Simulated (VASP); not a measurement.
Runs of VASP 6.6.1 on Li3SeBr. The structure is cubic, space group Pm-3m (No. 221). Conventional cell: a = 5.416 Å, b = 5.416 Å, c = 5.416 Å, α = 90.00°, β = 90.00°, γ = 90.00°. Br (site symmetry m-3m) is surrounded by 12 Li at 3.83 Å. Se (site symmetry m-3m) has 6 Li at 2.71 Å as nearest neighbours. Li (site symmetry 4/mmm) is surrounded by 2 Se at 2.71 Å. The cell comes from a database or a generator and needn't be the stable form of this composition.

```csv
cell,k mesh,smearing,gap on the mesh (eV)
"Pm-3m, 31.77 Å³/atom",4 × 4 × 4,gaussian 0.05 eV,(a)
"Pm-3m, 32.91 Å³/atom",4 × 4 × 4,gaussian 0.05 eV,2.61
"Pm-3m, 25.42 Å³/atom",4 × 4 × 4,gaussian 0.05 eV,3.09
"Pm-3m, 23.73 Å³/atom",6 × 6 × 6,gaussian 0.02 eV,3.24
```

Alike in all rows: task single point; level PBE; potentials or basis VASP PAW PBE potentials, release 64 (Br, Se, Li_sv); no spin polarisation; cutoff (eV) 520.

Q: Estimate the missing entries.

A: (a) 2.67.

Caveats: the cutoff is under 1.25 times the usual one of these potentials, so pressure, stress and relaxed cells hold a basis-set (Pulay) error.

A k mesh can miss the band edges, and the runs leave out spin-orbit coupling on Br, Se.
